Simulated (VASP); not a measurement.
Level of theory: vdW-DF2, VASP's PBE PAW potentials (set 64) (plane waves; VASP).

VASP input:

File POSCAR:
```
Fe
2.5002020
 -0.5773502763   0.5773502763   0.5773502763
  0.5773502763  -0.5773502763   0.5773502763
  0.5773502763   0.5773502763  -0.5773502763
Fe
1
Direct
  0.0000000000   0.0000000000   0.0000000000
```

KPOINTS:
```
k-points along high-symmetry lines
15
Line-mode
Reciprocal
  0.000000   0.000000   0.000000 ! GAMMA
  0.500000  -0.500000   0.500000 ! H

  0.500000  -0.500000   0.500000 ! H
  0.000000  -0.000000   0.500000 ! N

  0.000000  -0.000000   0.500000 ! N
  0.000000   0.000000   0.000000 ! GAMMA

  0.000000   0.000000   0.000000 ! GAMMA
  0.250000   0.250000   0.250000 ! P

  0.250000   0.250000   0.250000 ! P
  0.500000  -0.500000   0.500000 ! H

  0.250000   0.250000   0.250000 ! P
  0.000000  -0.000000   0.500000 ! N
```

INCAR:
```
! general
SYSTEM    =  Fe
PREC      =  Accurate
ENCUT     =  520   ! plane-wave cut-off (eV)
LREAL     =  .FALSE.
LASPH     =  .TRUE.
ICHARG    =  11

! electronic loop
EDIFF     =  1E-7   ! SCF stop (eV)
NELM      =  100
ALGO      =  Normal   ! blocked Davidson
LMAXMIX   =  4

! smearing
ISMEAR    =  0   ! Gaussian
SIGMA     =  0.05

! functional
GGA       =  ML
LUSE_VDW  =  .TRUE.
AGGAC     =  0.0
ZAB_VDW   =  -1.8867

! spin
ISPIN     =  2
MAGMOM    =  2.2

! output
LWAVE     =  .FALSE.
LCHARG    =  .FALSE.
LORBIT    =  11   ! lm-projected
```

POTCAR, in this order: Fe (PBE.64 set). Program: vasp_std. Read from the step before: CHGCAR.

Output

File OUTCAR:
```
 ion  position               nearest neighbor table
   1  0.000  0.000  0.000-
  LATTYP: Found a body centered cubic cell.
 ALAT       =     2.8869846312
 Subroutine PRICEL returns:
 Original cell was already a primitive cell.
 Subroutine GETGRP returns: Found 48 space group operations
The static configuration has the point symmetry O_h .
The dynamic configuration has the point symmetry O_h .
The overall configuration has the point symmetry O_h .
 Subroutine INISYM returns: Found 48 space group operations
   k-points           NKPTS =     90   k-points in BZ     NKDIM =     90   number of bands    NBANDS=      9
   number of dos      NEDOS =    301   number of ions     NIONS =      1
   total plane-waves  NPLWV =   8000
   dimension x,y,z NGX =    20 NGY =   20 NGZ =   20
   dimension x,y,z NGXF=    40 NGYF=   40 NGZF=   40
   ions per type =               1
   PREC   = accura    normal or accurate (medium, high low for compatibility)
   ISTART =      0    job   : 0-new  1-cont  2-samecut
   ICHARG =     11    charge: 1-file 2-atom 10-const
   ISPIN  =      2    spin polarized calculation?
   LNONCOLLINEAR =      F non collinear calculations
   LSORBIT =      F    spin-orbit coupling
   INIWAV =      1    electr: 0-lowe 1-rand  2-diag
   ENCUT  =  520.0 eV  38.22 Ry    6.18 a.u.   4.65  4.65  4.65*2*pi/ulx,y,z
...
```

OSZICAR:
```
       N       E                     dE             d eps       ncg     rms          rms(c)
DAV:   1     0.205293852053E+02    0.20529E+02   -0.41282E+03  3336   0.107E+03
DAV:   2    -0.509034847208E+01   -0.25620E+02   -0.23487E+02  3302   0.132E+02
DAV:   3    -0.543005772747E+01   -0.33971E+00   -0.33920E+00  3782   0.206E+01
DAV:   4    -0.543160581252E+01   -0.15481E-02   -0.15480E-02  3650   0.127E+00
DAV:   5    -0.543162094691E+01   -0.15134E-04   -0.15134E-04  3619   0.106E-01
DAV:   6    -0.543162117589E+01   -0.22898E-06   -0.22880E-06  3592   0.126E-02
DAV:   7    -0.543162117979E+01   -0.38992E-08   -0.37224E-08  3077   0.151E-03
   1 F= -.54316212E+01 E0= -.54304809E+01  d E =-.228049E-02  mag=     2.1680
```

OUTCAR:
```



 magnetization (x)

# of ion       s       p       d       tot
------------------------------------------
    1       -0.002  -0.024   2.281   2.255
```
(Selected blocks of OUTCAR.)

**OUTCAR**
```
 val. band max:        5.4916665849   @ k =   0.3929  -0.3929   0.5000

 cond. band min:       5.5111082967   @ k =   0.3571  -0.3571   0.5000



 spin component 1

 k-point     1 :       0.0000    0.0000    0.0000
  band No.  band energies     occupation
      1      -2.5261      1.00000
      2       3.2433      1.00000
      3       3.2433      1.00000
      4       3.2433      1.00000
      5       4.3238      1.00000
      6       4.3238      1.00000
      7      30.2560      0.00000
      8      30.2560      0.00000
      9      30.2560      0.00000

 k-point     2 :       0.0357   -0.0357    0.0357
  band No.  band energies     occupation
      1      -2.4245      1.00000
      2       3.2432      1.00000
      3       3.2432      1.00000
      4       3.2701      1.00000
      5       4.2818      1.00000
      6       4.3405      1.00000
      7      29.5314      0.00000
      8      30.1318      0.00000
      9      30.1318      0.00000

 k-point     3 :       0.0714   -0.0714    0.0714
  band No.  band energies     occupation
      1      -2.1240      1.00000
      2       3.2458      1.00000
      3       3.2458      1.00000
      4       3.3492      1.00000
      5       4.1575      1.00000
      6       4.3891      1.00000
      7      28.1572      0.00000
      8      29.5679      0.00000
      9      29.5679      0.00000

 k-point     4 :       0.1071   -0.1071    0.1071
  band No.  band energies     occupation
      1      -1.6388      1.00000
      2       3.2596      1.00000
      3       3.2596      1.00000
      4       3.4772      1.00000
      5       3.9562      1.00000
      6       4.4676      1.00000
      7      26.7649      0.00000
      8      28.3831      0.00000
      9      28.3831      0.00000

 k-point     5 :       0.1429   -0.1429    0.1429
  band No.  band energies     occupation
      1      -0.9972      1.00000
      2       3.2965      1.00000
...
```

The density is held fixed in this step, so its total energy and stress have no physical meaning.

The compound is Fe in the bcc structure. It was relaxed first.
